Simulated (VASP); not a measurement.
Wanted: the native input for a VASP 6.6.1 run.

* Task: density of states
* Functional: PBE
* Potentials or basis: VASP PAW PBE potentials, release 64 (Sc_sv, In_d, Te, Se)
* Cutoff: 520 eV
* k mesh: 8 × 8 × 2
* Occupations: gaussian, width 0.1 eV
* Spin: no spin polarisation
* k mesh for the DOS: 12 × 12 × 3
* Occupations for the DOS: tetrahedron
* Further INCAR settings: ALGO = Fast; EDIFF = 1e-06

The system is ScInTeSe.

```
CELL_PARAMETERS angstrom
4.06633 0.00000 0.00000
-2.03317 3.52155 0.00000
0.00000 0.00000 15.88497
ATOMIC_POSITIONS crystal
Sc 0.00000 0.00000 0.49842
Sc 0.00000 0.00000 0.99842
In 0.66667 0.33333 0.26053
In 0.33333 0.66667 0.76053
Te 0.66667 0.33333 0.61074
Te 0.33333 0.66667 0.11074
Se 0.33333 0.66667 0.40836
Se 0.66667 0.33333 0.90836
```

The cell was built by a generator and needn't be a form met in nature.

One way to write it, as run:

POSCAR

```
ScInTeSe
1.0
    4.0663330000      0.0000000000      0.0000000000
   -2.0331670000      3.5215480000      0.0000000000
    0.0000000000      0.0000000000     15.8849700000
Sc In Te Se
2 2 2 2
Direct
    0.0000000000      0.0000000000      0.4984180000
    0.0000000000      0.0000000000      0.9984180000
    0.6666670000      0.3333330000      0.2605270000
    0.3333330000      0.6666670000      0.7605270000
    0.6666670000      0.3333330000      0.6107390000
    0.3333330000      0.6666670000      0.1107390000
    0.3333330000      0.6666670000      0.4083550000
    0.6666670000      0.3333330000      0.9083550000
```

INCAR.step1

```
ALGO = Fast
EDIFF = 1E-6
ENCUT = 520
GGA = PE
ISIF = 2
ISMEAR = 0
KPAR = 2
LASPH = T
LCHARG = T
LMAXMIX = 4
LREAL = F
LWAVE = F
NELM = 60
PREC = Accurate
SIGMA = 0.1
```

KPOINTS.step1

```
k-points
0
Gamma
  8 8 2
```

INCAR.step2

```
ALGO = Fast
EDIFF = 1E-6
ENCUT = 520
GGA = PE
ICHARG = 11
ISIF = 2
ISMEAR = -5
KPAR = 2
LASPH = T
LCHARG = F
LMAXMIX = 4
LORBIT = 11
LREAL = F
LWAVE = F
NEDOS = 2001
NELM = 60
PREC = Accurate
SIGMA = 0.1
```

KPOINTS.step2

```
k-points
0
Gamma
  12 12 3
```

Potentials or basis: VASP PAW PBE potentials, release 64 (Sc_sv, In_d, Te, Se).

Command:

```bash
$ cat potpaw_PBE.64/Sc_sv/POTCAR potpaw_PBE.64/In_d/POTCAR potpaw_PBE.64/Te/POTCAR potpaw_PBE.64/Se/POTCAR > POTCAR
$ cp INCAR.step1 INCAR
$ cp KPOINTS.step1 KPOINTS
$ mpirun -np 2 vasp_std > vasp.out
$ cp INCAR.step2 INCAR
$ cp KPOINTS.step2 KPOINTS
$ mpirun -np 2 vasp_std > vasp.out
```

It gave:

```yaml
Valence_electrons_inside_the_program's_atomic_spheres: Sc 9.28; In 11.23; Te 3.46; Se 3.87
```

Run time: 4.8 min on 2 MPI ranks on Intel(R) Xeon(R) 6975P-C (Granite Rapids), with other jobs on the host, peak memory 0.54 GiB a rank.
